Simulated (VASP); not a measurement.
Input:

```xyz
4
Lattice="1.9621 -3.4300 0.0000 1.9621 3.4300 0.0000 0.0000 0.0000 5.0887" Properties=species:S:1:pos:R:3 pbc="T T T"
Ni     0.0000     0.0000     2.5443
Ni     0.0000     0.0000     0.0000
Sb     1.9621     1.1433     1.2722
Sb     2.0527    -1.1433     3.8165
```

These are PBE GGA, VASP's PBE PAW potentials (set 64) (plane waves; VASP) values and carry that method's errors. Settings: 400 eV cut-off, 3×3×2 Monkhorst-Pack mesh, first-order Methfessel-Paxton smearing of 0.10 eV, potentials Ni Sb.

Gaps are read on the run's mesh, which can miss a band edge. Unless said otherwise, spin-orbit coupling is left out, though it shifts the bands of the heavy elements here.

Estimate the energy per atom (σ→0), pressure, largest force, band gap (on the k-mesh) with the smallest direct gap where there is one.

* **band gap (on the k-mesh)**: none (metal, semimetal or under 0.01 eV)
* **energy per atom (σ→0)**: -5.110 eV/atom
* **pressure**: 1.74 GPa
* **largest force**: 0.796 eV/Å

The compound is NiSb in the NiAs type structure. The cell was not relaxed at this level, atoms are displaced from their ideal sites. The k-mesh is coarse (spacing up to 0.62 per Å, 2π included), so the numbers may not be converged in it. The run is one of a series of settings (KPOINTS 3×3×2 Monkhorst-Pack mesh against the base run), some of them coarse on purpose. The run is not spin-polarised, so no magnetic state was tried.
